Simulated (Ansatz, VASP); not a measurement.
**Cross-check of MgS between VASP and Ansatz**

Wanted: the spread between two codes on one cell, functional and k mesh. The cell is taken from a series of runs on this material, whose earlier steps may have relaxed, scaled, displaced or heated it; both programs get it as it stands.

Main program and level: Ansatz 0.2.0; plane waves, with VASP 6.6.1 beside it; relaxation of cell and atoms at PBEsol.

## (1) Starting point

The structure is cubic, space group F-43m (No. 216). The conventional cell has a = 5.666 Å, b = 5.666 Å, c = 5.666 Å, α = 90.00°, β = 90.00°, γ = 90.00°. Nearest to Mg lie 4 S at 2.45 Å. Nearest to S lie 4 Mg at 2.45 Å. Farther neighbours and most contacts between anions are not listed.

Structure file:

```cif
data_structure
_symmetry_space_group_name_H-M 'F-43m'
_symmetry_Int_Tables_number 216
_cell_length_a 5.6662
_cell_length_b 5.6662
_cell_length_c 5.6662
_cell_angle_alpha 90.000
_cell_angle_beta 90.000
_cell_angle_gamma 90.000
_cell_volume 181.92
loop_
_atom_site_label
_atom_site_type_symbol
_atom_site_symmetry_multiplicity
_atom_site_Wyckoff_symbol
_atom_site_fract_x
_atom_site_fract_y
_atom_site_fract_z
_atom_site_occupancy
Mg1 Mg 4 a 0.00000 0.00000 0.00000 1
S1 S 4 d 0.25000 0.25000 0.75000 1
```

## (2) VASP: relaxation of cell and atoms, PBEsol

The relaxed volume is the usual yardstick between codes: in a stiff, nearly cubic crystal its relative difference is about their pressure difference at one cell divided by the bulk modulus.

Lines of VASP's logs that name or quote its potential files are left out, and so is its time.

INCAR

```
SYSTEM = MgS
PREC = Accurate
ENCUT = 600
EDIFF = 1E-07
NELM = 120
ISMEAR = 0
SIGMA = 0.02
LREAL = .FALSE.
ALGO = Normal
GGA = PS
NBANDS = 10
LORBIT = 11
LWAVE = .FALSE.
LCHARG = .FALSE.
ISIF = 3
IBRION = 2
NSW = 80
EDIFFG = -0.005
LASPH = .TRUE.
GGA_COMPAT = .FALSE.
NELMIN = 4
EFERMI = MIDGAP
```

POSCAR

```
MgS
1.0
    0.0000000000      2.8331200000      2.8331200000
    2.8331200000      0.0000000000      2.8331200000
    2.8331200000      2.8331200000      0.0000000000
Mg S
1 1
Direct
    0.0000000000      0.0000000000      0.0000000000
    0.2500000000      0.2500000000      0.2500000000
```

KPOINTS

```
Automatic mesh
0
Gamma
8 8 8
0 0 0
```

Potentials, in the order of the species: Mg and S (PBE family, release 64).

On the command line:

```
$ mpirun -np 1 vasp_std
```

Numbers of over 12 decimals in the logs are rounded to 6 here.

The log of the run:

```text
[banner, memory and clock lines left out]
running    1 mpi-ranks, on    1 nodes
 distrk:  each k-point on    1 cores,    1 groups
 distr:  one band on    1 cores,    1 groups

 POSCAR found type information on POSCAR MgS
 POSCAR found :  2 types and       2 ions
|                                                                             |
|               ----> ADVICE to this user running VASP <----                  |
|                                                                             |
|     You enforced a specific xc type in the INCAR file but a different       |
|     [... a line on the potential file left out ...]
|     I HOPE YOU KNOW WHAT YOU ARE DOING!                                     |
|                                                                             |

 LDA part: xc-table for (Slater+PW92), standard interpolation
 POSCAR, INCAR and KPOINTS ok, starting setup
 FFT: planning ... GRIDC
 FFT: planning ... GRID_SOFT
 FFT: planning ... GRID
 WAVECAR not read
 entering main loop
       N       E                     dE             d eps       ncg     rms          rms(c)
DAV:   1     0.260272367904E+02    0.26027E+02   -0.36713E+03   580   0.717E+02
DAV:   2    -0.747244046107E+01   -0.33500E+02   -0.31995E+02   770   0.105E+02
DAV:   3    -0.938686577667E+01   -0.19144E+01   -0.19115E+01   686   0.290E+01
DAV:   4    -0.940175655039E+01   -0.14891E-01   -0.14889E-01   738   0.306E+00
DAV:   5    -0.940191029113E+01   -0.15374E-03   -0.15374E-03   704   0.285E-01    0.372E+00
DAV:   6    -0.895538181013E+01    0.44653E+00   -0.11493E+00   634   0.423E+00    0.272E+00
DAV:   7    -0.891625153500E+01    0.39130E-01   -0.23378E-01   672   0.207E+00    0.204E+00
DAV:   8    -0.891808298237E+01   -0.18314E-02   -0.15270E-02   634   0.818E-01    0.105E+00
DAV:   9    -0.891737219639E+01    0.71079E-03   -0.18133E-03   652   0.233E-01    0.368E-01
DAV:  10    -0.891744560883E+01   -0.73412E-04   -0.27130E-04   646   0.845E-02    0.315E-02
DAV:  11    -0.891745859043E+01   -0.12982E-04   -0.12949E-05   680   0.205E-02    0.535E-02
DAV:  12    -0.891745792318E+01    0.66724E-06   -0.17787E-06   678   0.621E-03    0.622E-03
DAV:  13    -0.891745782274E+01    0.10044E-06   -0.18362E-07   582   0.212E-03    0.312E-03
DAV:  14    -0.891745785210E+01   -0.29359E-07   -0.97561E-09   338   0.493E-04
   1 F= -.89174579E+01 E0= -.89174579E+01  d E =-.891746E+01
 curvature:   0.00 expect dE= 0.000E+00 dE for cont linesearch  0.000E+00
 trial: gam= 0.00000 g(F)=  0.919E-53 g(S)=  0.148E-02 ort = 0.000E+00 (trialstep = 0.100E+01)
 search vector abs. value=  0.148E-02
 bond charge predicted
       N       E                     dE             d eps       ncg     rms          rms(c)
DAV:   1    -0.892141769824E+01   -0.39599E-02   -0.62694E-02   590   0.132E+00    0.417E-01
DAV:   2    -0.891835353277E+01    0.30642E-02   -0.87743E-03   596   0.404E-01    0.138E-01
DAV:   3    -0.891808362467E+01    0.26991E-03   -0.17097E-03   656   0.195E-01    0.104E-01
DAV:   4    -0.891807945862E+01    0.41660E-05   -0.12847E-05   634   0.254E-02    0.894E-02
DAV:   5    -0.891807525770E+01    0.42009E-05   -0.10805E-05   614   0.199E-02    0.102E-02
DAV:   6    -0.891807477163E+01    0.48607E-06   -0.30833E-07   648   0.390E-03    0.572E-03
DAV:   7    -0.891807471644E+01    0.55192E-07   -0.22681E-08   342   0.967E-04
   2 F= -.89180747E+01 E0= -.89180747E+01  d E =-.616864E-03
 trial-energy change:   -0.000617  1 .order   -0.000603   -0.001483    0.000276
 step:   0.8491(harm=  0.8432)  dis= 0.00000  next Energy=    -8.918095 (dE=-0.638E-03)
 bond charge predicted
       N       E                     dE             d eps       ncg     rms          rms(c)
DAV:   1    -0.891817147163E+01   -0.96700E-04   -0.14182E-03   590   0.199E-01    0.620E-02
DAV:   2    -0.891810237477E+01    0.69097E-04   -0.20108E-04   596   0.612E-02    0.204E-02
DAV:   3    -0.891809584913E+01    0.65256E-05   -0.38789E-05   650   0.293E-02    0.152E-02
DAV:   4    -0.891809549999E+01    0.34914E-06   -0.29058E-07   622   0.383E-03    0.131E-02
DAV:   5    -0.891809437320E+01    0.11268E-05   -0.24116E-07   584   0.298E-03    0.144E-03
DAV:   6    -0.891809442368E+01   -0.50476E-07   -0.64359E-09   316   0.582E-04
   3 F= -.89180944E+01 E0= -.89180944E+01  d E =-.636572E-03
 curvature:  -0.42 expect dE=-0.706E-10 dE for cont linesearch -0.706E-10
 trial: gam=-0.00034 g(F)=  0.154E-51 g(S)=  0.168E-09 ort = 0.499E-06 (trialstep = 0.970E+00)
 search vector abs. value=  0.100E-09
 reached required accuracy - stopping structural energy minimisation
```

From OUTCAR (step 2):

```text
ion  position               nearest neighbor table
   1  0.000  0.000  0.000-   2 2.45   2 2.45   2 2.45   2 2.45
   2  0.250  0.250  0.250-   1 2.45   1 2.45   1 2.45   1 2.45

  LATTYP: Found a face centered cubic cell.
 ALAT       =     5.6662400000

 Subroutine GETGRP returns: Found 24 space group operations
 (whereof 24 operations were pure point group operations)

The static configuration has the point symmetry T_d .

 Found     29 irreducible k-points:

   k-points           NKPTS =     29   k-points in BZ     NKDIM =     29   number of bands    NBANDS=     10

   dimension x,y,z NGX =    32 NGY =   32 NGZ =   32
   dimension x,y,z NGXF=    64 NGYF=   64 NGZF=   64

   ENCUT  =  600.0 eV  44.10 Ry    6.64 a.u.   8.00  8.00  8.00*2*pi/ulx,y,z

   NELECT =       8.0000    total number of electrons

 k-points in reciprocal lattice and weights: Automatic mesh
   0.00000000  0.00000000  0.00000000       0.002
   0.12500000  0.00000000  0.00000000       0.016
   0.25000000  0.00000000  0.00000000       0.016
   0.37500000  0.00000000  0.00000000       0.016
   0.50000000  0.00000000  0.00000000       0.008
   0.12500000  0.12500000  0.00000000       0.012
   0.25000000  0.12500000  0.00000000       0.047
   0.37500000  0.12500000  0.00000000       0.047
   0.50000000  0.12500000  0.00000000       0.047
[...]
-0.37500000  0.50000000  0.12500000       0.023
  -0.25000000  0.50000000  0.25000000       0.012

 average (electrostatic) potential at core
       1 -38.2249       2 -88.1473

 E-fermi :   2.7054

 k-point     1 :       0.0000    0.0000    0.0000
  band No.  band energies     occupation
      1     -10.2492      2.00000
      2       1.0415      2.00000
      3       1.0415      2.00000
      4       1.0415      2.00000
      5       4.3693      0.00000
      6       8.9308      0.00000
      7       8.9308      0.00000
      8       8.9308      0.00000
      9      11.8388      0.00000
    ...

 k-point     2 :       0.1250    0.0000    0.0000
  band No.  band energies     occupation
      1     -10.1594      2.00000
      2       0.3367      2.00000
      3       0.9872      2.00000
      4       0.9872      2.00000
      5       5.0462      0.00000
      6       8.7367      0.00000
      7       9.1099      0.00000
      8       9.1099      0.00000
      9      11.3568      0.00000
    ...

 k-point     3 :       0.2500    0.0000    0.0000
  band No.  band energies     occupation
      1      -9.9263      2.00000
      2      -0.8613      2.00000
      3       0.8647      2.00000
      4       0.8647      2.00000
      5       5.9093      0.00000
      6       8.7554      0.00000
      7       9.1365      0.00000
      8       9.1365      0.00000
      9      11.4078      0.00000
    ...

  Total       -0.0000482     -0.0000482     -0.0000482      0.0000000     -0.0000000      0.0000000
  in kB       -0.0017114     -0.0017114     -0.0017114      0.0000000     -0.0000000      0.0000000
  external PRESSURE =      -0.0017114 kB  Pullay stress =       0.0000000 kB

  energy-cutoff  :      600.00
  volume of cell :       45.08
      direct lattice vectors                 reciprocal lattice vectors
     0.000000000  2.824814607  2.824814607    -0.177002766  0.177002766  0.177002766
     2.824814607  0.000000000  2.824814607     0.177002766 -0.177002766  0.177002766
     2.824814607  2.824814607  0.000000000     0.177002766  0.177002766 -0.177002766

 POSITION                                       TOTAL-FORCE (eV/Angst)
 -----------------------------------------------------------------------------------
      0.00000      0.00000      0.00000        -0.000000     -0.000000     -0.000000
      1.41241      1.41241      1.41241         0.000000      0.000000      0.000000
 -----------------------------------------------------------------------------------
    total drift:                                0.000000      0.000000     -0.000000

  FREE ENERGIE OF THE ION-ELECTRON SYSTEM (eV)
  ---------------------------------------------------
  free  energy   TOTEN  =        -8.9180944237 eV

  energy  without entropy=       -8.9180944237  energy(sigma->0) =       -8.91809442

 reached required accuracy - stopping structural energy minimisation

 total charge
# of ion       s       p       d       tot
------------------------------------------
    1        0.165   0.147   0.039   0.352
    2        1.305   2.485   0.000   3.790
--------------------------------------------------
tot          1.470   2.633   0.039   4.141

[... 3 further parts left out ...]
```

The gap is read on the k-mesh alone, so it is an upper bound where the band edges lie off the mesh. The run keeps the 24 symmetry operations of its start, so it cannot find a distortion of lower symmetry.

## (3) Ansatz: relaxation of cell and atoms, PBEsol

Ansatz runs on its default PAW (the set named soft_2) files.

The same cell, functional, mesh and smearing now go to Ansatz, which takes its cutoff from its data sets.

input.yaml

```yaml
crystal:
  lattice:
    - [0.0, 2.83312, 2.83312]
    - [2.83312, 0.0, 2.83312]
    - [2.83312, 2.83312, 0.0]
  atoms:
    - { symbol: Mg, position: [0.0, 0.0, 0.0] }
    - { symbol: S, position: [0.25, 0.25, 0.25] }
kpoints:
  mp_grid: { grid: [8, 8, 8] }
hamiltonian:
  xc: pbesol
scf:
  occupations: { method: gaussian, width: 0.02 }
output:
  forces: true
  stress: true
  eigenvalues: true
relax:
  adjacent_minimum: "off"
  f_tol: 0.005
  max_steps: 80
  cell: { stress_tol: 0.05 }
```

On the command line:

```
$ ansatz run input.yaml --threads 2 --pin off --max-ram 5120MiB --backend cpu --events-out ev --progress --plain --runs-dir out
```

The log of the run:

```text
Engine: ansatz 0.2.0, aarch64-unknown-linux-gnu
Pseudopotentials: kind: paw
Pseudopotential: Mg, paw, valence charge 10, recommended cutoff 420 eV (normal), Mg.paw.azcp
Pseudopotential: S, paw, valence charge 6, recommended cutoff 420 eV (normal), S.paw.azcp
Functional definition: PBEsol
  exchange = pbesol_x
  correlation = pbesol_c
Crystal: 2 atoms, lattice volume = 45.480 Å³
Basis set: ecut = 420 eV, 893 PW (Γ), exchange–correlation on 54×54×54 points (8 copies of the dense FFT grid, shifted against one another)
Bands: 12, of which v1, the nominal top of the filled ones, is band 8 counted from 1 (7 counted from 0)
Symmetry: 24 space group operations
Space group: F-43m (ITA 216), of the structure as read, at distance tolerance 3.6e-5 Å
k-points: 29 of 512 (time reversal used)
Non-local potential: Mg, projectors of the file, l = 0: 3, l = 1: 2, l = 2: 1
Non-local potential: S, projectors of the file, l = 0: 2, l = 1: 2, l = 2: 2
PAW form: soft (Blöchl's): semilocal exchange-correlation on the pseudo side does not see the compensation charge
PAW frozen core: Mg, regenerated for the run's functional, and the local potential with it (the file was generated under x = pbe(κ = 0.804, μ = 0.219515), c = pbe(β = 0.066725))
PAW frozen core: S, regenerated for the run's functional, and the local potential with it (the file was generated under x = pbe(κ = 0.804, μ = 0.219515), c = pbe(β = 0.066725))
PAW one-centre angular grid: Mg, 110 points (default); XC on 64 Gauss nodes
PAW one-centre angular grid: S, 110 points (default); XC on 64 Gauss nodes
Initial density: superposition of atomic densities (neutral atoms: chi_scale 0, normalization atom), corrected by the library's trained network
Initial wavefunctions: pseudopotential atomic-orbital guess
Functional: x = pbesol(κ = 0.804, μ = 0.123457), c = pbesol(β = 0.046)
SCF iter   1: F=—  HF=-2799.764679 eV  |F-HF|=—  |Δ(HF+E_count)|=         —  Δρ=3.23e-3  dr2=7.80e-3  ethr=1.77e-3  ⟨swp⟩=6.8  Hψ=2279  notcnv=0
preconditioner: auto → none  [insulator: Δε(μ)=3.238 eV  Ē_g=10.988 eV  σ=0.020 eV  W_gap=1.00  n_scr=14 (ndim 8)  ℏωp=15.6 eV  f_vac=0.016  D(μ)=0.00/eV (n_scr^D=0)  ε∞_Penn≈3.0]
SCF iter   2: F=—  HF=-2799.761500 eV  |F-HF|=—  |Δ(HF+E_count)|=   3.18e-3  Δρ=9.25e-4  dr2=2.25e-4  ethr=4.87e-5  ⟨swp⟩=2.1  Hψ=803  notcnv=0
SCF iter   3: F=—  HF=-2799.761499 eV  |F-HF|=—  |Δ(HF+E_count)|=   1.51e-6  Δρ=3.40e-4  dr2=3.85e-5  ethr=1.41e-6  ⟨swp⟩=2.2  Hψ=490  notcnv=0
SCF iter   4: F=—  HF=-2799.761518 eV  |F-HF|=—  |Δ(HF+E_count)|=   1.86e-5  Δρ=6.26e-5  dr2=9.68e-7  ethr=2.40e-7  ⟨swp⟩=2.0  Hψ=444  notcnv=0
iter 5 did not close the SCF: its close was put off for the readings that it lacked (scf_convergence_deferred on its scf_iter line)
SCF iter   5: F=-2799.761519 eV  HF=-2799.761519 eV  |F-HF|=8.26e-9  |Δ(HF+E_count)|=   9.33e-7  Δρ=5.07e-6  dr2=8.08e-9  ethr=6.05e-9  ⟨swp⟩=2.1  Hψ=431  notcnv=0
SCF iter   6: F=-2799.761519 eV  HF=-2799.761519 eV  |F-HF|=2.60e-10  |Δ(HF+E_count)|=   1.15e-8  Δρ=1.06e-6  dr2=3.88e-10  ethr=5.05e-11  ⟨swp⟩=2.0  Hψ=1145  notcnv=0
SCF 1 converged in 6 iterations: F = -2799.761519 eV  dr2 = 3.88e-10
  greatest PAW one-centre occupation: 1.000 electrons in one spin orbital (limit 2), on the Mg atom at site 0 (counted from 0), in its partial waves of l = 0
relax step   1: F+E_penalty+E_count = -2799.76151856 eV  Δ(F+E_penalty+E_count) = +0.000e0 eV  max|allowed force component| = 1.203e-16 eV/Å  Δτ_max = 0.0000 Å  P = -0.434 GPa  Ω = 45.480 Å³  (6 SCF iters, dr2 threshold 1.00e-7 eV, accepted)
[...]
relax step   2: F+E_penalty+E_count = -2799.76194819 eV  Δ(F+E_penalty+E_count) = -4.296e-4 eV  max|allowed force component| = 7.980e-17 eV/Å  Δτ_max = 0.0000 Å  P = -0.139 GPa  Ω = 45.244 Å³  energy of the carried Pulay correction = +5.653e-6 eV  (4 SCF iters, dr2 threshold 2.00e-7 eV, accepted)
[...]
relax step   3: F+E_penalty+E_count = -2799.76199867 eV  Δ(F+E_penalty+E_count) = -5.047e-5 eV  max|allowed force component| = 6.997e-17 eV/Å  Δτ_max = 0.0000 Å  P = +0.002 GPa  Ω = 45.133 Å³  energy of the carried Pulay correction = +8.315e-6 eV  (4 SCF iters, dr2 threshold 4.85e-8 eV, accepted)
[...]
relax step   4: F+E_penalty+E_count = -2799.76199166 eV  Δ(F+E_penalty+E_count) = +7.007e-6 eV  max|allowed force component| = 7.864e-17 eV/Å  Δτ_max = 0.0000 Å  P = +0.001 GPa  Ω = 45.133 Å³  stress off target by 1.42e-3 GPa  SCF on the basis re-selected at this cell (its energy is not comparable with the rows above)  (5 SCF iters)
basis re-selected at this cell: Δ(F+E_penalty+E_count) = +7.007e-6 eV, ΔP = -0.000 GPa vs the last step (what re-selecting the basis moved, of the pressure what is left beyond the Pulay correction that the steps carried, after the strain that the cell walked since its last selection, with what the two solves' SCF thresholds leave and, on support functions, any second-order correction that the steps lacked; it is no m [...]
SCF converged after 5 iterations
Free energy (F): -2799.761992 eV
Harris-Foulkes:  -2799.761992 eV  (|F-HF|=0.00e0)
Internal energy: -2799.761992 eV  (E = F + TS)
E sigma→0 (E₀):  -2799.761992 eV
Fermi energy:    4.770624 eV
--- Per-component energies (eV) ---
  E_band       = -368.463414
  E_kinetic    = 183.769292
  E_local      = -1880.940150  (includes V_loc(G=0)·N_el)
  E_nonlocal   = 124.447990
  E_hartree    = 680.691066
  E_xc         = -125.555897
  E_vxc        = -125.557097  (∫ρ·V_xc dr)
  E_paw        = -865.373658  (= ΣΔE_a)
  E_vpaw       = -31.565593  (= ΣTr[D̂ρ^β])
  E_aug_tail   = -0.000003  (compensation charges beyond the density's cutoff)
  E_ewald      = -916.921443
  E_core_change = 0.120812  (= ΣΔE_core)
  E_smearing   = -0.000000  (= −TS)
  E_closure    = -0.000000  (closes the sum)
  Σ components = -2799.761992   (vs F -2799.761992, Δ=0.00e0)
--- Forces (eV/Å), atoms counted from 1 ---
  atom   1  Mg     0.00000000    -0.00000000    -0.00000000
  atom   2  S      0.00000000     0.00000000     0.00000000
  max |Σ_I F_I| component: 1.02e-16 eV/Å
--- Stress (GPa, compression-positive) ---
        0.001423      -0.000000      -0.000000
       -0.000000       0.001423       0.000000
       -0.000000       0.000000       0.001423
  P = ⅓ Tr σ = 0.0014 GPa (0.014 kbar)
--- Band table (eV; the first three rows and the last of 29) ---
  k-point 0: bands = [... 4 lower, -8.1765, 3.1107, 3.1107, 3.1107, 6.4304, 10.9645, 10.9645, 10.9645]
  k-point 1: bands = [... 4 lower, -8.0863, 2.4074, 3.0567, 3.0567, 7.1066, 10.7735, 11.1429, 11.1429]
  k-point 2: bands = [... 4 lower, -7.8525, 1.2125, 2.9348, 2.9348, 7.9680, 10.7989, 11.1725, 11.1725]
  k-point 28: bands = [... 4 lower, -7.2344, 0.7806, 1.2295, 1.7478, 8.4929, 10.9984, 11.1582, 11.5370]
--- Relaxed structure (3 steps of the walk, 3 accepted, 1 SCFs on fresh bases) ---
  F+E_penalty+E_count = -2799.76199166 eV   max|allowed force component| = 7.864e-17 eV/Å   (the final SCF, on the basis selected at the relaxed cell)
  cell:  # Å, volume = 45.1333 Å³
    - [0, 2.825892, 2.825892]
    - [2.825892, 0, 2.825892]
    - [2.825892, 2.825892, 0]
  atoms:
    - { symbol: Mg, position: [0, 0, 0] }
    - { symbol: S, position: [0.25, 0.25, 0.25] }
```

In the SCF lines HF is the Harris–Foulkes energy and dr2 the Hartree energy of the density residual, in eV; the loop may stop once dr2 is under the threshold and the program's other checks hold. Hψ counts applications of the Hamiltonian.

## (4) Comparison

Known differences besides the potentials themselves: the data sets hold 16 valence electrons in Ansatz (on its default PAW (the set named soft_2) files) and 8 in VASP; the cutoff is 420 eV in Ansatz and 600 eV in VASP; Ansatz makes its cores anew for this functional, VASP keeps those of its PBE data sets; Ansatz adds a Pulay correction to the stress that steers its cell, VASP none. Total energies have different zeros and are not compared.

Compared:

| quantity | Ansatz | VASP | difference |
| --- | --- | --- | --- |
| volume (Å³) | 45.13 | 45.08 | +0.11 % |
| edge a after relaxation, in the typed setting (Å) | 3.996 | 3.995 | +0.04 % |

## (5) Outcome

| Item | Value |
| --- | --- |
| difference in volume (relaxation of cell and atoms, PBEsol) | 0.11 % |

In words: The difference in volume is 0.11 % (relaxation of cell and atoms, PBEsol), within the 1.2 % picked in this series as the mark of a large difference, as far as the stopping tolerances let one tell. The data sets hold unlike numbers of valence electrons (16 in Ansatz and 8 in VASP), so part of the differences comes from the potentials. How closely two codes agree says nothing of how well the functional describes the real material.

[Lines on the potential files, build, host, timing and source positions are cut from VASP's logs without a mark.]

[Logs are printed without paths, hosts, clocks, repeated set-up lines and the standing remarks that a program may print on its own settings, such as how far it seeks lower states.]

[Hosts, paths, dates, database ids (printed as entryN), source tags and the programs' standing remarks are cut or masked in the printed files.]
